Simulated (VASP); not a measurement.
# Si2B3 (R-3m) in VASP: single point with r2SCAN

Aim: the single point of Si2B3 with r2SCAN.

All numbers are computed with VASP 6.6.1; they aren't measurements. Logs are shortened: lines on timing, memory, paths and dates and some standing lists are left out, and cuts for length are marked.

## 1. The crystal as given

The structure is trigonal, space group R-3m (No. 166). The conventional cell has a = 2.982 Å, b = 2.982 Å, c = 17.814 Å, α = 90.00°, β = 90.00°, γ = 120.00°. Around Si (site symmetry 3m) lie 6 B at 2.10 to 2.36 Å. Around B (site symmetry 3m) lie 3 B at 1.75 Å. B (site symmetry -3m) is surrounded by 6 Si at 2.10 Å.

The cell was built by a generator and needn't be a form met in nature.

## 2. Single point, r2SCAN

INCAR

```
SYSTEM = Si2B3
PREC     = Accurate       ! precision mode
ENCUT    = 520            ! plane-wave cutoff, eV
EDIFF    = 1E-6           ! SCF threshold, eV
ISMEAR   = 0              ! smearing method
SIGMA    = 0.1            ! smearing width, eV
LREAL    = .FALSE.        ! projectors in reciprocal space
LASPH    = .TRUE.         ! aspherical terms in the spheres
NELM     = 150            ! most SCF steps
ALGO     = Normal         ! electronic algorithm
ISIF     = 2              ! what is computed and relaxed
LWAVE    = .FALSE.        ! write WAVECAR
LCHARG   = .FALSE.        ! write CHGCAR
METAGGA  = R2SCAN         ! meta-GGA
LMIXTAU  = .TRUE.       
KPAR     = 4
```

KPOINTS

```
regular mesh
0
G
  12 12 12
  0 0 0
```

POSCAR

```
Si2B3                                   
1.0
    1.4909795553      0.8608174497      5.9380890978
   -1.4909795553      0.8608174497      5.9380890978
    0.0000000000     -1.7216348995      5.9380890978
  Si              B             
     2     3
Direct
     0.4010754778036159    0.4010754778036159    0.4010754778036159
     0.5989245221963841    0.5989245221963841    0.5989245221963841
     0.8251557526049638    0.8251557526049638    0.8251557526049638
     0.1748442473950362    0.1748442473950362    0.1748442473950362
     0.0000000000000000    0.0000000000000000    0.0000000000000000
```

Potentials or basis: VASP PAW PBE potentials, release 64 (Si, B).

Started as:

```bash
> cat potpaw_PBE.64/Si/POTCAR potpaw_PBE.64/B/POTCAR > POTCAR
> mpirun -np 4 vasp_std > vasp.out
```

OUTCAR:

```text
SYSTEM = Si2B3
   PREC = Accurate
   ENCUT = 520
   EDIFF = 1E-6
   ISMEAR = 0
   LREAL = .FALSE.
   LASPH = .TRUE.
   NELM = 150
   ISIF = 2
   METAGGA = R2SCAN

 ion  position               nearest neighbor table
   1  0.401  0.401  0.401-   5 2.10   5 2.10   5 2.10   3 2.36   3 2.36   3 2.36   4 2.57   4 2.57
                             4 2.57   2 2.96   2 2.96   2 2.96
   2  0.599  0.599  0.599-   5 2.10   5 2.10   5 2.10   4 2.36   4 2.36   4 2.36   3 2.57   3 2.57
                             3 2.57   1 2.96   1 2.96   1 2.96
   3  0.825  0.825  0.825-   4 1.75   4 1.75   4 1.75   1 2.36   1 2.36   1 2.36   2 2.57   2 2.57
                             2 2.57
   4  0.175  0.175  0.175-   3 1.75   3 1.75   3 1.75   2 2.36   2 2.36   2 2.36   1 2.57   1 2.57
                             1 2.57
   5  0.000  0.000  0.000-   2 2.10   2 2.10   1 2.10   1 2.10   2 2.10   1 2.10

  LATTYP: Found a trigonal (rhomboedric) cell.
 ALAT       =     6.1826312238
 COS(alpha) =     0.8836874203

  Lattice vectors:

 A1 = (   1.4909795553,   0.8608174497,   5.9380890978)
 A2 = (  -1.4909795553,   0.8608174497,   5.9380890978)
 A3 = (   0.0000000000,  -1.7216348995,   5.9380890978)

Analysis of symmetry for initial positions (statically):
=====================================================================
 Subroutine PRICEL returns:
 Original cell was already a primitive cell.

 Routine SETGRP: Setting up the symmetry group for a
 trigonal (rhombohedral) supercell.

 Subroutine GETGRP returns: Found 12 space group operations
 (whereof 12 operations were pure point group operations)
 out of a pool of 12 trial point group operations.

The static configuration has the point symmetry D_3d.

Analysis of symmetry for dynamics (positions and initial velocities):
=====================================================================
 Subroutine PRICEL returns:
 Original cell was already a primitive cell.

 Routine SETGRP: Setting up the symmetry group for a
 trigonal (rhombohedral) supercell.

 Subroutine GETGRP returns: Found 12 space group operations
 (whereof 12 operations were pure point group operations)
 out of a pool of 12 trial point group operations.

The dynamic configuration has the point symmetry D_3d.

 Subroutine INISYM returns: Found 12 space group operations
 (whereof 12 operations are pure point group operations),
 and found     1 'primitive' translations

----------------------------------------------------------------------------------------

                                     Primitive cell

  volume of cell :      45.7278

  direct lattice vectors                    reciprocal lattice vectors
[... 106 lines left out ...]
   EMIN   =  10.00;   EMAX   =-10.00  energy-range for DOS
   EFERMI =   0.00;   METHOD = LEGACY
   ISMEAR =     0;   SIGMA  =   0.10  broadening in eV -4-tet -1-fermi 0-gaus
   EFERMI_NEDOS =   21; number of points for ismear=-14 and -15
   IALGO  =     38    algorithm
   IMIX   =      4    mixing-type and parameters
     AMIX     =   0.40;   BMIX     =  1.00
     AMIX_MAG =   1.60;   BMIX_MAG =  1.00
  volume/ion in A,a.u.               =       9.15        61.72
  Fermi-wavevector in a.u.,A,eV,Ry     =   1.177148  2.224486 18.853271  1.385676
  Thomas-Fermi vector in A             =   2.313499
   LORBIT       =      0    0 simple, 1 ext, 2 COOP (PROOUT), +10 PAW based schemes
   METAGGA = R2SCAN    functional components
   LHFCALC =     F    Hartree Fock is set to
   AEXX    =    0.0000 exact exchange contribution
   IVDW    =     0    specifies the selected vdW correction
   LEPSILON=     F    determine dielectric tensor
   LRPA    =     F    only Hartree local field effects (RPA)
 non-spin polarized calculation
 Gauss-broadening in eV      SIGMA  =   0.10
  energy-cutoff  :      520.00
  volume of cell :       45.73
 maximum number of plane-waves:      1261
 NGX is ok and might be reduce to    48
   NGX = 23   NGY = 23   NGZ = 23

 number of electron      17.0000000 magnetization

 Free energy of the ion-electron system (eV)
  ---------------------------------------------------
  ext. energy  EPLUGINS =         0.00000000
  ---------------------------------------------------
  free energy    TOTEN  =       -36.77520964 eV

  energy without entropy =      -36.77082512  energy(sigma->0) =      -36.77301738

 E-fermi :   9.5582     XC(G=0): -12.6987

 val. band max:        9.5550393839   @ k =   0.4167   0.4167   0.0833
 cond. band min:       9.5708639680   @ k =   0.4167   0.2500  -0.0000
 fundamental gap:      0.0158245841
 Fermi energy:         9.5582367325

 k-point     1 :       0.0000    0.0000    0.0000
  band No.  band energies     occupation
      1      -6.9141      2.00000
      2      -3.1801      2.00000
      3      -2.6004      2.00000
      4       7.0310      2.00000
      5       9.4974      1.61011
      6       9.4974      1.61011
      7      10.5479      0.00000
      8      11.2554      0.00000
      9      11.2554      0.00000
     10      14.2292      0.00000
     11      14.2292      0.00000
     12      15.3218      0.00000
[... 331 lines left out ...]
 k-point    24 :      -0.4167    0.1667    0.0000
  band No.  band energies     occupation
      1      -1.3324      2.00000
      2      -1.1258      2.00000
      3       0.8802      2.00000
      4       1.7374      2.00000
      5       3.4969      2.00000
      6       3.7972      2.00000
      7       4.9712      2.00000
      8       5.3108      2.00000
      9       9.2813      1.99991
     10      11.6687      0.00000
     11      12.9914      0.00000
     12      13.6708      0.00000

 [... further k-points ...]
[... 5 lines left out ...]
  --------------------------------------------------------------------------------------
  -------------------------------------------------------------------------------------
  Total       -0.6099382     -0.6099382     -0.5932562      0.0000000      0.0000000      0.0000000
  in kB      -21.3705505    -21.3705506    -20.7860600      0.0000000      0.0000000      0.0000000
  external PRESSURE =     -21.1757204 kB  Pullay stress =       0.0000000 kB

 VOLUME and BASIS-vectors are now :
 -----------------------------------------------------------------------------
  energy-cutoff  :      520.00
  volume of cell :       45.73
      direct lattice vectors                 reciprocal lattice vectors
     1.490979555  0.860817450  5.938089098     0.335350004  0.193614415  0.056134781
    -1.490979555  0.860817450  5.938089098    -0.335350004  0.193614415  0.056134781
     0.000000000 -1.721634899  5.938089098     0.000000000 -0.387228829  0.056134781

 POSITION                                       TOTAL-FORCE (eV/Angst)
 -----------------------------------------------------------------------------------
      0.00000     -0.00000      7.14487        -0.000000      0.000000     -0.136470
      0.00000     -0.00000     10.66940        -0.000000     -0.000000      0.136470
      0.00000     -0.00000     14.69955        -0.000000      0.000000     -0.066516
      0.00000     -0.00000      3.11472        -0.000000     -0.000000      0.066516
      0.00000      0.00000      0.00000         0.000000      0.000000     -0.000000
 -----------------------------------------------------------------------------------
    total drift:                                0.000000      0.000000      0.000000

  FREE ENERGIE OF THE ION-ELECTRON SYSTEM (eV)
  ---------------------------------------------------
  free  energy   TOTEN  =       -36.7752096404 eV

  energy  without entropy=      -36.7708251234  energy(sigma->0) =      -36.77301738
```

OSZICAR:

```text
N       E                     dE             d eps       ncg     rms          rms(c)
DAV:   1     0.237364358355E+02    0.23736E+02   -0.78574E+03  4536   0.129E+03
DAV:   2    -0.385724876592E+02   -0.62309E+02   -0.58646E+02  6232   0.191E+02
DAV:   3    -0.410726900163E+02   -0.25002E+01   -0.24408E+01  5864   0.366E+01
DAV:   4    -0.410954651945E+02   -0.22775E-01   -0.22727E-01  5448   0.381E+00
DAV:   5    -0.410957066394E+02   -0.24144E-03   -0.24134E-03  5864   0.325E-01    0.938E+00
DAV:   6    -0.369842954186E+02    0.41114E+01   -0.41236E+00  5072   0.143E+01    0.515E+00
DAV:   7    -0.364562966477E+02    0.52800E+00   -0.76262E-01  5984   0.705E+00    0.171E+00
DAV:   8    -0.367371591470E+02   -0.28086E+00   -0.48236E-01  5184   0.620E+00    0.756E-01
DAV:   9    -0.367688995226E+02   -0.31740E-01   -0.15761E-01  5004   0.366E+00    0.135E-01
DAV:  10    -0.367750144340E+02   -0.61149E-02   -0.93480E-03  5348   0.113E+00    0.811E-02
DAV:  11    -0.367761522634E+02   -0.11378E-02   -0.16122E-03  5496   0.489E-01    0.531E-02
DAV:  12    -0.367746780271E+02    0.14742E-02   -0.19633E-03  5140   0.543E-01    0.379E-02
DAV:  13    -0.367751467187E+02   -0.46869E-03   -0.28666E-04  4948   0.215E-01    0.196E-02
DAV:  14    -0.367751919677E+02   -0.45249E-04   -0.83321E-05  5412   0.952E-02    0.470E-03
DAV:  15    -0.367752080100E+02   -0.16042E-04   -0.20200E-05  5048   0.557E-02    0.249E-03
DAV:  16    -0.367752097436E+02   -0.17336E-05   -0.13567E-06  3144   0.152E-02    0.138E-03
DAV:  17    -0.367752096404E+02    0.10320E-06   -0.88469E-07  2720   0.115E-02
   1 F= -.36775210E+02 E0= -.36773017E+02  d E =-.438452E-02
```

Wall time 3.2 min (4 MPI ranks of Intel Xeon 6975P-C (Granite Rapids), shared host); peak memory 0.41 GiB.

Results:

```yaml
Free_energy: -36.7752 eV
Pressure: -2.1 GPa
Largest_force: 0.136 eV/Å
Band_gap_on_the_k_mesh: none (metal or under the smearing width)
```

Forces in eV/Å, atoms in the order of the input:
```
Si   0.000  0.000 -0.136
Si   0.000  0.000  0.136
B    0.000  0.000 -0.067
B    0.000  0.000  0.067
B    0.000  0.000  0.000
```

Caveat: the PAW data sets were made with another functional, which shifts forces and pressure a little.
